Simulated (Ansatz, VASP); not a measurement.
# Cross-check of Ti (Titanium) between VASP and Ansatz, part 2 of 2

Aim: how closely do two programs agree when they are given the same cell, functional and k mesh? The structure shown comes from an earlier Ansatz run, which isn't shown and may have moved the atoms alone.

VASP 6.6.1 and Ansatz 0.2.0.

So far: The starting structure; Ansatz: elastic constants, PBEsol.

### 3. VASP: elastic constants, PBEsol

Level of this step: PBEsol; plane waves and PAW (Ti_sv) (VASP).

The same cell, functional, mesh and smearing now go to VASP, with its own data sets.

Lines of VASP's logs that name or quote its potential files are left out, and so is its time.

INCAR reads:

```
SYSTEM = Ti
PREC = Accurate
ENCUT = 500
EDIFF = 1E-08
NELM = 120
ISMEAR = 0
SIGMA = 0.1
LREAL = .FALSE.
ALGO = Normal
GGA = PS
NBANDS = 18
LASPH = .TRUE.
LORBIT = 11
LWAVE = .FALSE.
LCHARG = .FALSE.
ISIF = 3
IBRION = 6
NFREE = 2
POTIM = 0.015
NSW = 1
GGA_COMPAT = .FALSE.
KPAR = 2
```

POSCAR reads:

```
Ti
1.0
    2.9003815396      0.0000000000      0.0000000000
   -1.4501907698      2.5118040940      0.0000000000
    0.0000000000      0.0000000000      4.5911587815
Ti
2
Direct
    0.3333333333      0.6666666667      0.2500000000
    0.6666666667      0.3333333333      0.7500000000
```

KPOINTS reads:

```
Automatic mesh
0
Gamma
21 21 10
0 0 0
```

The projector-augmented-wave data sets are Ti_sv (PBE family, release 64).

On the command line:

```console
$ mpirun -np 2 vasp_std
```

Numbers of over 12 decimals in the logs are rounded to 6 here.

The program printed:

```text
[banner, memory and clock lines left out]
running    2 mpi-ranks, on    1 nodes
 distrk:  each k-point on    1 cores,    2 groups
 distr:  one band on    1 cores,    1 groups

 POSCAR found type information on POSCAR Ti
 POSCAR found :  1 types and       2 ions
|                                                                             |
|               ----> ADVICE to this user running VASP <----                  |
|                                                                             |
|     You enforced a specific xc type in the INCAR file but a different       |
|     [... a line on the potential file left out ...]
|     I HOPE YOU KNOW WHAT YOU ARE DOING!                                     |
|                                                                             |

 LDA part: xc-table for (Slater+PW92), standard interpolation
 POSCAR, INCAR and KPOINTS ok, starting setup
 FFT: planning ... GRIDC
 FFT: planning ... GRID_SOFT
 FFT: planning ... GRID
 WAVECAR not read
 entering main loop
       N       E                     dE             d eps       ncg     rms          rms(c)
DAV:   1     0.252118690721E+03    0.25212E+03   -0.12966E+04 10376   0.163E+03
DAV:   2     0.106827701867E+02   -0.24144E+03   -0.23833E+03 10554   0.448E+02
DAV:   3    -0.177384419896E+02   -0.28421E+02   -0.28126E+02 19504   0.127E+02
DAV:   4    -0.188656348500E+02   -0.11272E+01   -0.11262E+01 11800   0.265E+01
DAV:   5    -0.189206452082E+02   -0.55010E-01   -0.55000E-01 16416   0.415E+00    0.129E+01
DAV:   6    -0.166890359399E+02    0.22316E+01   -0.79824E+00 12168   0.299E+01    0.321E+00
DAV:   7    -0.166637474812E+02    0.25288E-01   -0.88318E-01 15824   0.715E+00    0.210E+00
DAV:   8    -0.166926652537E+02   -0.28918E-01   -0.23662E-01 12170   0.591E+00    0.765E-01
DAV:   9    -0.166828730113E+02    0.97922E-02   -0.56247E-02 12392   0.250E+00    0.727E-02
DAV:  10    -0.166832457546E+02   -0.37274E-03   -0.29541E-03 15144   0.374E-01    0.990E-02
DAV:  11    -0.166833137736E+02   -0.68019E-04   -0.26238E-04 12142   0.125E-01    0.347E-02
DAV:  12    -0.166833065325E+02    0.72411E-05   -0.37634E-05 12956   0.527E-02    0.694E-03
DAV:  13    -0.166833066127E+02   -0.80172E-07   -0.13672E-06 12540   0.106E-02    0.624E-04
DAV:  14    -0.166833067253E+02   -0.11266E-06   -0.24641E-07 16266   0.325E-03    0.805E-04
DAV:  15    -0.166833067076E+02    0.17769E-07   -0.27157E-08 10852   0.134E-03    0.124E-04
DAV:  16    -0.166833067468E+02   -0.39210E-07   -0.25109E-09  5944   0.299E-04    0.277E-05
DAV:  17    -0.166833067444E+02    0.23879E-08   -0.97261E-10  5872   0.228E-04
   1 F= -.16683307E+02 E0= -.16678204E+02  d E =-.102056E-01
[... from here on, the cycles between the ionic steps are left out ...]
   2 F= -.16677690E+02 E0= -.16672502E+02  d E =-.103761E-01
   9 F= -.16681735E+02 E0= -.16676630E+02  d E =-.102100E-01
  10 F= -.16682328E+02 E0= -.16677217E+02  d E =-.102224E-01
  11 F= -.16682328E+02 E0= -.16677217E+02  d E =-.102224E-01
  12 F= -.16682327E+02 E0= -.16677217E+02  d E =-.102205E-01
  13 F= -.16682327E+02 E0= -.16677217E+02  d E =-.102205E-01
  14 F= -.16683150E+02 E0= -.16678042E+02  d E =-.102144E-01
  15 F= -.16683150E+02 E0= -.16678042E+02  d E =-.102143E-01
  16 F= -.16682947E+02 E0= -.16677862E+02  d E =-.101696E-01
 Finite differences progress:
  Degree of freedom:   8/  8
  Displacement:        1/  2
  Total:              15/ 16
 bond charge predicted
       N       E                     dE             d eps       ncg     rms          rms(c)
DAV:   1    -0.166614585421E+02    0.21488E-01   -0.28658E+00 19458   0.402E+01    0.327E-01
DAV:   2    -0.166832295171E+02   -0.21771E-01   -0.22680E-01 15726   0.486E+00    0.192E-01
DAV:   3    -0.166830010975E+02    0.22842E-03   -0.59119E-03 22594   0.843E-01    0.557E-02
DAV:   4    -0.166829821300E+02    0.18968E-04   -0.48070E-04 17116   0.240E-01    0.261E-02
DAV:   5    -0.166829453660E+02    0.36764E-04   -0.17234E-04 21530   0.165E-01    0.307E-03
DAV:   6    -0.166829467764E+02   -0.14104E-05   -0.19730E-05 18438   0.455E-02    0.187E-03
DAV:   7    -0.166829467304E+02    0.46017E-07   -0.10176E-06 20940   0.127E-02    0.461E-04
DAV:   8    -0.166829467347E+02   -0.43906E-08   -0.94783E-08 20048   0.362E-03
  17 F= -.16682947E+02 E0= -.16677862E+02  d E =-.101696E-01
 Finite differences progress:
  Degree of freedom:   8/  8
  Displacement:        2/  2
  Total:              16/ 16
```

Parts of OUTCAR (step 3):

```text
ion  position               nearest neighbor table
   1  0.333  0.667  0.250-   2 2.84   2 2.84   2 2.84   2 2.84   2 2.84   2 2.84
   2  0.667  0.333  0.750-   1 2.84   1 2.84   1 2.84   1 2.84   1 2.84   1 2.84

  LATTYP: Found a hexagonal cell.
 ALAT       =     2.9003815396
 C/A-ratio  =     1.5829499391

 Subroutine GETGRP returns: Found 24 space group operations
 (whereof 12 operations were pure point group operations)

The static configuration has the point symmetry D_3d.
 The point group associated with its full space group is D_6h.

 Found    288 irreducible k-points:

   k-points           NKPTS =    288   k-points in BZ     NKDIM =    288   number of bands    NBANDS=     18

   dimension x,y,z NGX =    24 NGY =   24 NGZ =   36
   dimension x,y,z NGXF=    48 NGYF=   48 NGZF=   72

   ENCUT  =  500.0 eV  36.75 Ry    6.06 a.u.   5.29  5.29  8.37*2*pi/ulx,y,z

   NELECT =      24.0000    total number of electrons

 k-points in reciprocal lattice and weights: Automatic mesh
   0.00000000  0.00000000  0.00000000       0.000
   0.04761905  0.00000000  0.00000000       0.001
   0.09523810 -0.00000000  0.00000000       0.001
   0.14285714 -0.00000000  0.00000000       0.001
   0.19047619 -0.00000000  0.00000000       0.001
   0.23809524  0.00000000  0.00000000       0.001
   0.28571429  0.00000000  0.00000000       0.001
   0.33333333  0.00000000  0.00000000       0.001
   0.38095238 -0.00000000  0.00000000       0.001
[...]
0.33333333  0.28571429  0.50000000       0.003
   0.33333333  0.33333333  0.50000000       0.000

 average (electrostatic) potential at core
       1 -71.8164       2 -71.8164

 E-fermi :   8.6221

 k-point     1 :       0.0000    0.0000    0.0000
  band No.  band energies     occupation
    ...
      6     -23.8808      2.00000
      7     -23.8447      2.00000
      8     -23.8447      2.00000
      9       2.3137      2.00000
     10       5.8236      2.00000
     11       9.4049      0.00000
     12       9.4049      0.00000
     13       9.4771      0.00000
     14       9.5658      0.00000
     15       9.9334      0.00000
    ...

 k-point     2 :       0.0476    0.0000    0.0000
  band No.  band energies     occupation
    ...
      6     -23.8832      2.00000
      7     -23.8571      2.00000
      8     -23.8462      2.00000
      9       2.3802      2.00000
     10       5.8769      2.00000
     11       9.2399      0.00000
     12       9.3655      0.00000
     13       9.4526      0.00000
     14       9.6702      0.00000
     15       9.8981      0.00000
    ...

 k-point     3 :       0.0952   -0.0000    0.0000
  band No.  band energies     occupation
    ...
      6     -23.8930      2.00000
      7     -23.8903      2.00000
      8     -23.8507      2.00000
      9       2.5769      2.00000
     10       6.0302      2.00000
     11       8.9770      0.00000
     12       9.0316      0.00000
     13       9.5937      0.00000
     14       9.7684      0.00000
     15       9.8742      0.00000
    ...

  Total       -0.0674277     -0.0674277     -0.0719583      0.0000000      0.0000000      0.0000000
  in kB       -3.2298736     -3.2298736     -3.4468977      0.0000000      0.0000000      0.0000000
  external PRESSURE =      -3.3022150 kB  Pullay stress =       0.0000000 kB

  energy-cutoff  :      500.00
  volume of cell :       33.45
      direct lattice vectors                 reciprocal lattice vectors
     2.900381540  0.000000000  0.000000000     0.344782225  0.199060110  0.000000000
    -1.450190770  2.511804094  0.000000000     0.000000000  0.398120221  0.000000000
     0.000000000  0.000000000  4.591158781     0.000000000  0.000000000  0.217809936

 POSITION                                       TOTAL-FORCE (eV/Angst)
 -----------------------------------------------------------------------------------
     -0.00000      1.67454      1.13279         0.000000      0.000000      0.048232
      1.45019      0.83727      3.44337        -0.000000     -0.000000     -0.048232
 -----------------------------------------------------------------------------------
    total drift:                               -0.000000      0.000000     -0.000304

  FREE ENERGIE OF THE ION-ELECTRON SYSTEM (eV)
  ---------------------------------------------------
  free  energy   TOTEN  =       -16.6829467347 eV

  energy  without entropy=      -16.6727771293  energy(sigma->0) =      -16.67786193

  SYMMETRIZED ELASTIC MODULI (kBar)
 Direction    XX          YY          ZZ          XY          YZ          ZX
 --------------------------------------------------------------------------------
 XX        2018.8919    681.0232    829.8521      0.0000      0.0000      0.0000
 YY         681.0232   2018.8919    829.8521      0.0000      0.0000     -0.0000
 ZZ         829.8521    829.8521   1962.4614      0.0000      0.0000      0.0000
 XY           0.0000     -0.0000      0.0000    668.9343      0.0000     -0.0000
 YZ           0.0000      0.0000      0.0000      0.0000    416.3614      0.0000
 ZX           0.0000     -0.0000      0.0000      0.0000      0.0000    416.3613
 --------------------------------------------------------------------------------

 Eigenvectors and eigenvalues of the dynamical matrix
 ----------------------------------------------------

   1 f  =    5.727836 THz    35.989058 2PiTHz  191.060059 cm-1    23.688418 meV
             X         Y         Z           dx          dy          dz
     -0.000000  1.674536  1.147790     0.000000   -0.000000   -0.707107
      1.450191  0.837268  3.443369     0.000000   -0.000000    0.707107

   2 f  =    3.789364 THz    23.809275 2PiTHz  126.399569 cm-1    15.671542 meV
             X         Y         Z           dx          dy          dz
     -0.000000  1.674536  1.147790    -0.000003   -0.707107    0.000000
      1.450191  0.837268  3.443369     0.000003    0.707107    0.000000

   3 f  =    3.789364 THz    23.809275 2PiTHz  126.399569 cm-1    15.671542 meV
             X         Y         Z           dx          dy          dz
     -0.000000  1.674536  1.147790    -0.707107    0.000003   -0.000000
      1.450191  0.837268  3.443369     0.707107   -0.000003    0.000000

   4 f  =    0.000000 THz     0.000000 2PiTHz    0.000002 cm-1     0.000000 meV
             X         Y         Z           dx          dy          dz
     -0.000000  1.674536  1.147790    -0.002959    0.050006    0.705330
      1.450191  0.837268  3.443369    -0.002959    0.050006    0.705330

   5 f/i=    0.000000 THz     0.000000 2PiTHz    0.000001 cm-1     0.000000 meV
             X         Y         Z           dx          dy          dz
     -0.000000  1.674536  1.147790     0.707094    0.003141    0.002744
      1.450191  0.837268  3.443369     0.707094    0.003141    0.002744

   6 f/i=    0.000000 THz     0.000000 2PiTHz    0.000002 cm-1     0.000000 meV
             X         Y         Z           dx          dy          dz
     -0.000000  1.674536  1.147790    -0.002939    0.705329   -0.050018
      1.450191  0.837268  3.443369    -0.002939    0.705329   -0.050018

 ELASTIC MODULI CONTR FROM IONIC RELAXATION (kBar)
 Direction    XX          YY          ZZ          XY          YZ          ZX
 --------------------------------------------------------------------------------
 XX        -237.3749    237.3749     -0.0000     -0.0000      0.0000      0.0000
 YY         237.3749   -237.3749      0.0000     -0.0000      0.0000      0.0000
 ZZ          -0.0000      0.0000     -0.0000      0.0000      0.0000      0.0000
 XY          -0.0000     -0.0000      0.0000   -237.3749      0.0000      0.0000
 YZ           0.0000      0.0000      0.0000      0.0000      0.0000      0.0000
 ZX           0.0000      0.0000      0.0000      0.0000      0.0000      0.0000
 --------------------------------------------------------------------------------

 TOTAL ELASTIC MODULI (kBar)
 Direction    XX          YY          ZZ          XY          YZ          ZX
 --------------------------------------------------------------------------------
 XX        1781.5170    918.3981    829.8521     -0.0000      0.0000      0.0000
 YY         918.3981   1781.5170    829.8521      0.0000      0.0000     -0.0000
 ZZ         829.8521    829.8521   1962.4614      0.0000      0.0000      0.0000
 XY          -0.0000     -0.0000      0.0000    431.5594      0.0000     -0.0000
 YZ           0.0000      0.0000      0.0000      0.0000    416.3614      0.0000
 ZX           0.0000     -0.0000      0.0000      0.0000      0.0000    416.3613
 --------------------------------------------------------------------------------

 total charge
# of ion       s       p       d       tot
------------------------------------------
    1        2.259   6.129   1.911  10.299
    2        2.259   6.129   1.911  10.299
--------------------------------------------------
tot          4.518  12.258   3.822  20.598

[... 3 further parts left out ...]
```

CONTCAR:

```
Ti
   1.00000000000000
     2.9003815396000001    0.0000000000000000    0.0000000000000000
    -1.4501907698000001    2.5118040939999999    0.0000000000000000
     0.0000000000000000    0.0000000000000000    4.5911587814999999
  Ti
     2
Direct
     0.3333333332999970    0.6666666667000030    0.2467328509611904
     0.6666666667000030    0.3333333332999970    0.7500000000000000
```

The last energy, forces, stress and levels in OUTCAR belong to the last displaced cell, not to the cell of POSCAR.

Levels, forces or a CONTCAR printed for this step are those of its last displaced cell, not of the structure at rest.

### 4. Side by side

Known differences besides the potentials themselves: the cutoff is 420 eV in Ansatz and 500 eV in VASP; Ansatz makes its cores anew for this functional, VASP keeps those of its PBE data sets; VASP takes each elastic constant from one size of strain, Ansatz from those that its log lists. Total energies have different zeros and are not compared.

Compared:

| quantity | Ansatz | VASP | difference |
| --- | --- | --- | --- |
| C11 (GPa) | 178.0 | 178.2 | -0.09 % |
| C22 (GPa) | 178.0 | 178.2 | -0.09 % |
| C33 (GPa) | 193.9 | 196.2 | -1.22 % |
| C12 (GPa) | 93.0 | 91.8 | +1.24 % |
| C13 (GPa) | 84.1 | 83.0 | +1.31 % |
| C23 (GPa) | 84.1 | 83.0 | +1.31 % |
| C44 (GPa) | 41.1 | 41.6 | -1.18 % |
| C55 (GPa) | 41.1 | 41.6 | -1.18 % |
| C66 (GPa) | 42.5 | 43.2 | -1.52 % |

### 5. What came out

| Item | Value |
| --- | --- |
| difference in C66 (elastic constants, PBEsol) | -1.5 % |

In words: The difference in C66 is -1.5 % (elastic constants, PBEsol), within the 5 % picked in this series as the mark of a large difference. Such differences can come from data sets, numerical settings and the points named under the comparisons, not from the functional's error against experiment.

[Lines on the potential files, build, host, timing and source positions are cut from VASP's logs without a mark.]

[Logs are printed without paths, hosts, clocks, repeated set-up lines and the standing remarks that a program may print on its own settings, such as how far it seeks lower states.]

[Hosts, paths, dates, database ids (printed as entryN), source tags and the programs' standing remarks are cut or masked in the printed files.]
